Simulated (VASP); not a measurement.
Given:

```yaml
crystal:
  lattice:
    - [0.00000, 3.07622, 3.07622]
    - [3.07622, 0.00000, 3.07622]
    - [3.07622, 3.07622, 0.00000]
  atoms:
    - { symbol: Ag, position: [0.00000, 0.00000, 0.00000] }
    - { symbol: I, position: [0.25000, 0.25000, 0.25000] }
```

Computed with LDA (Ceperley-Alder, Perdew-Zunger), VASP's LDA PAW potentials (set 64) (plane waves; VASP). Run with 500 eV cut-off, 8×8×8 Γ-centred mesh, Gaussian smearing of 0.050 eV, potentials Ag I.

Unless said otherwise, spin-orbit coupling is left out, though it shifts the bands of the heavy elements here.

Q: What does the run give for the energy per atom (σ→0), pressure, band gap (on the k-mesh) with the smallest direct gap where there is one?

A: 
The band gap (on the k-mesh) comes out as 1.11 eV, the smallest direct gap (on the k-mesh) is 1.11 eV and the energy per atom (σ→0) is -3.021 eV/atom. The pressure is 5.00 GPa.

Total energies compare only between runs with the same potentials, cut-off and functional.

The compound is AgI in the zinc blende structure, whereas wurtzite is the usual form. It was relaxed first under an external pressure of 5 GPa.
